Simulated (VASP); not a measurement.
Consider the following.

```
O2Si
1.0
    5.08773     0.00000     0.00000
   -2.54386     4.40610     0.00000
    0.00000     0.00000     5.56844
Si O
3 6
Direct
  0.00000   0.50000   0.66667
  0.50000   0.00000   0.00000
  0.50000   0.50000   0.33333
  0.79175   0.58351   0.50000
  0.20825   0.79175   0.83333
  0.41649   0.20825   0.16667
  0.20825   0.41649   0.50000
  0.79175   0.20825   0.83333
  0.58351   0.79175   0.16667
```

These are PBEsol GGA, VASP's PBE PAW potentials (set 64) (plane waves; VASP 6.6.1) values and carry that method's errors. Numerical set-up: 520 eV cut-off, Gaussian smearing of 0.050 eV, potentials Si O.

Q: Give the energies of bands 13 to 26 at the high-symmetry points, in eV from the valence-band maximum.

A: 
| band | Γ | M | K | A | L | H |
|---|---|---|---|---|---|---|
| 13 | -2.87 | -3.08 | -3.01 | -2.73 | -3.20 | -3.26 |
| 14 | -2.85 | -3.00 | -3.01 | -2.73 | -3.18 | -2.88 |
| 15 | -2.85 | -2.52 | -2.69 | -2.51 | -2.50 | -2.88 |
| 16 | -2.56 | -2.39 | -2.21 | -2.13 | -2.30 | -2.12 |
| 17 | -1.72 | -2.12 | -2.04 | -2.13 | -2.13 | -1.99 |
| 18 | -1.72 | -2.03 | -2.04 | -2.07 | -1.52 | -1.99 |
| 19 | -1.72 | -1.69 | -1.75 | -2.07 | -1.39 | -1.03 |
| 20 | -0.99 | -1.18 | -1.44 | -1.83 | -1.32 | -1.03 |
| 21 | -0.99 | -1.15 | -1.44 | -1.15 | -0.92 | -0.90 |
| 22 | -0.47 | -0.99 | -0.49 | -0.29 | -0.73 | -0.87 |
| 23 | -0.47 | -0.35 | -0.49 | -0.01 | -0.70 | -0.67 |
| 24 | -0.20 | -0.01 | -0.07 | -0.01 | -0.35 | -0.67 |
| 25 | 5.52 | 7.55 | 8.31 | 7.35 | 8.32 | 8.27 |
| 26 | 8.77 | 8.39 | 8.31 | 7.35 | 8.87 | 9.30 |

The gap is indirect, 5.52 eV, from the valence maximum at Γ-A at 0.89 to the conduction minimum at Γ.

The structure comes from a computed database's SiO2 entry (P6_222); how it stands against other phases isn't given here. It was relaxed first.
